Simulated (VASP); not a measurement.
Here is the system:

```yaml
crystal:
  lattice:
    - [8.48696, 0.00000, 0.00000]
    - [0.00000, 8.48696, 0.00000]
    - [0.00000, 0.00000, 8.48696]
  atoms:
    - { symbol: Mg, position: [0.50006, 0.99983, 0.00041] }
    - { symbol: Mg, position: [0.74930, 0.25079, 0.00051] }
    - { symbol: Mg, position: [0.74914, 0.99993, 0.25110] }
    - { symbol: Mg, position: [0.00004, 0.00003, 0.00022] }
    - { symbol: Mg, position: [0.25081, 0.25072, 0.00045] }
    - { symbol: Mg, position: [0.50008, 0.49979, 0.00064] }
    - { symbol: Mg, position: [0.74920, 0.74903, 0.00047] }
    - { symbol: Mg, position: [0.25065, 0.99982, 0.25108] }
    - { symbol: Mg, position: [0.49992, 0.25318, 0.25391] }
    - { symbol: Mg, position: [0.74641, 0.49993, 0.25412] }
    - { symbol: Mg, position: [0.50007, 0.99986, 0.50022] }
    - { symbol: Mg, position: [0.74671, 0.25325, 0.50047] }
    - { symbol: Mg, position: [0.74946, 0.99987, 0.74944] }
    - { symbol: Mg, position: [0.00004, 0.50000, 0.00050] }
    - { symbol: Mg, position: [0.25078, 0.74902, 0.00037] }
    - { symbol: Mg, position: [0.99994, 0.25091, 0.25126] }
    - { symbol: Mg, position: [0.25344, 0.49965, 0.25396] }
    - { symbol: Mg, position: [0.49990, 0.74628, 0.25391] }
    - { symbol: Mg, position: [0.00011, 0.99990, 0.50014] }
    - { symbol: Mg, position: [0.25335, 0.25308, 0.50048] }
    - { symbol: Mg, position: [0.74663, 0.74642, 0.50044] }
    - { symbol: Mg, position: [0.25095, 0.99994, 0.74947] }
    - { symbol: Mg, position: [0.50019, 0.25308, 0.74732] }
    - { symbol: Mg, position: [0.74676, 0.49994, 0.74720] }
    - { symbol: Mg, position: [0.99995, 0.74897, 0.25119] }
    - { symbol: Mg, position: [0.00014, 0.49999, 0.50062] }
    - { symbol: Mg, position: [0.25353, 0.74641, 0.50031] }
    - { symbol: Mg, position: [0.00021, 0.25091, 0.74957] }
    - { symbol: Mg, position: [0.25347, 0.49997, 0.74721] }
    - { symbol: Mg, position: [0.50022, 0.74655, 0.74708] }
    - { symbol: Mg, position: [0.00022, 0.74918, 0.74950] }
    - { symbol: O, position: [0.75015, 0.24974, 0.25031] }
    - { symbol: O, position: [0.00003, 0.49994, 0.24909] }
    - { symbol: O, position: [0.00015, 0.24855, 0.50050] }
    - { symbol: O, position: [0.24980, 0.24969, 0.25040] }
    - { symbol: O, position: [0.49989, 0.49967, 0.24383] }
    - { symbol: O, position: [0.75012, 0.75000, 0.25029] }
    - { symbol: O, position: [0.99989, 0.99991, 0.24968] }
    - { symbol: O, position: [0.49998, 0.24306, 0.50063] }
    - { symbol: O, position: [0.75685, 0.49987, 0.50075] }
    - { symbol: O, position: [0.00010, 0.75127, 0.50029] }
    - { symbol: O, position: [0.75047, 0.24967, 0.75068] }
    - { symbol: O, position: [0.00020, 0.50001, 0.75186] }
    - { symbol: O, position: [0.00002, 0.24957, 0.00037] }
    - { symbol: O, position: [0.24972, 0.74995, 0.25009] }
    - { symbol: O, position: [0.49991, 0.99996, 0.24895] }
    - { symbol: O, position: [0.24356, 0.49974, 0.50057] }
    - { symbol: O, position: [0.50013, 0.75657, 0.50048] }
    - { symbol: O, position: [0.75161, 0.99984, 0.50028] }
    - { symbol: O, position: [0.24997, 0.24972, 0.75058] }
    - { symbol: O, position: [0.50018, 0.49977, 0.75733] }
    - { symbol: O, position: [0.75027, 0.74997, 0.75052] }
    - { symbol: O, position: [0.00023, 0.99998, 0.75074] }
    - { symbol: O, position: [0.50009, 0.24833, 0.00053] }
    - { symbol: O, position: [0.75148, 0.49987, 0.00064] }
    - { symbol: O, position: [0.00004, 0.75045, 0.00037] }
    - { symbol: O, position: [0.24866, 0.99989, 0.50024] }
    - { symbol: O, position: [0.25006, 0.75010, 0.75063] }
    - { symbol: O, position: [0.50022, 0.99985, 0.75188] }
    - { symbol: O, position: [0.24860, 0.49989, 0.00048] }
    - { symbol: O, position: [0.50001, 0.75119, 0.00045] }
    - { symbol: O, position: [0.75068, 0.99998, 0.00036] }
    - { symbol: O, position: [0.24939, 0.99988, 0.00029] }
    - { symbol: Li, position: [0.49941, 0.49904, 0.50173] }
```
Cell charge -1.

The numbers are results of HSE06 screened hybrid, VASP's PBE PAW potentials (set 64) (plane waves; VASP 6.6.1), not measurements. Run with PREC = Normal, LREAL = Auto, ISYM = 0, NELECT = 256.0, EDIFF = 1E-5, 400 eV cut-off, 1×1×1 Γ-centred mesh, Gaussian smearing of 0.050 eV, potentials Mg O Li.

The cell is charged, with a uniform compensating background. The supercell is sampled at Γ alone, which is coarse: total energies, pressure and levels can be off, energies of defects by several tenths of an eV.

What does the run give for the energy per atom (σ→0)?

- energy per atom (σ→0) = -7.038 eV/atom

Only differences to runs with the same potentials and settings are physical.

The cell is a supercell with a defect, built from MgO (rock salt): Li_Mg, charge -1. The cell's shape comes from a PBE relaxation. The run is not spin-polarised, so no state with unpaired spins was tried.
